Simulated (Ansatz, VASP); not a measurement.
# CaCd2Ga2: VASP beside Ansatz

```
Cd Ca Ga
1.0
     2.16628    3.75210    0.00000
    -2.16628    3.75210    0.00000
     0.00000    0.00000    7.12232
Cd Ca Ga
2 1 2
Direct
  0.33330 0.33340 0.63690
  0.66670 0.66660 0.36310
  0.00000 0.00000 0.00000
  0.33330 0.33340 0.24050
  0.66670 0.66660 0.75950
```

The cell was built by a generator and needn't be a form met in nature.

Alike in both runs: task relaxation of cell and atoms; functional PBE; k mesh 5 × 5 × 3; no spin polarisation.

```csv
,VASP,Ansatz
version,VASP 6.6.1,Ansatz 0.2.0
potentials or method,"VASP PAW PBE potentials, release 64 (Cd, Ca_sv, Ga_d)",PAW plane waves
plane-wave cutoff (eV),600,420
occupations,"fermi-dirac, width 0.1 eV",fermi-dirac
valence electrons in the cell,60,76
```

Ansatz gave:

| Property | Result |
| --- | --- |
| gap on the k mesh at the Fermi level, each at its own relaxed structure (eV) | none |
| relaxed volume (Å³/atom) | 25.63 |
| relaxed cell length with the largest relative difference (Å) | 4.605 |
| energy change over the relaxation (meV/atom) | -45 |

**Question.** Estimate VASP's values.

**Answer.** gap on the k mesh at the Fermi level, each at its own relaxed structure (eV): none; relaxed volume (Å³/atom): 25.73; relaxed cell length with the largest relative difference (Å): 4.616; energy change over the relaxation (meV/atom): -48.

A gap of «none» marks a metal or a gap that the smearing closes. The two sets of potentials don't hold the same shells in valence. Ansatz warned: «structure_snapped_to_symmetry».
